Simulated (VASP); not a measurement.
Here is the system:

```
CELL_PARAMETERS angstrom
      0.00000     2.30616     2.30616
      2.30616     0.00000     2.30616
      9.27051     9.27051    -0.04586
ATOMIC_POSITIONS crystal
  In 0.00196 0.00196 0.99853
  N  0.22489 0.22489 0.08133
  N  0.24249 0.24249 0.31813
  N  0.25658 0.25658 0.55756
  N  0.27108 0.27108 0.79669
  Ga 0.98686 0.98686 0.25985
  Ga 0.00116 0.00116 0.49913
  Ga 0.01497 0.01497 0.73877
```

Method: PBEsol GGA, VASP's PBE PAW potentials (set 64) (plane waves; VASP 6.6.1). Run with 520 eV cut-off, 8×8×2 Γ-centred mesh, Gaussian smearing of 0.050 eV, potentials In_d N Ga_d.

Unless said otherwise, spin-orbit coupling is left out, though it shifts the bands of the heavy elements here.

### Question
Estimate the energy per atom (σ→0), band gap (on the k-mesh) with the smallest direct gap where there is one.

### Answer

```json
{
 "band gap (on the k-mesh)": "0.56 eV",
 "smallest direct gap (on the k-mesh)": "0.56 eV",
 "energy per atom (σ→0)": "-6.307 eV/atom"
}
```

Only differences to runs with the same potentials and settings are physical.

The structure was generated: Ga3InN4 was put into an ordered model structure (R3m), which need not be its known phase. It was relaxed first. The start is the result of an earlier pass.
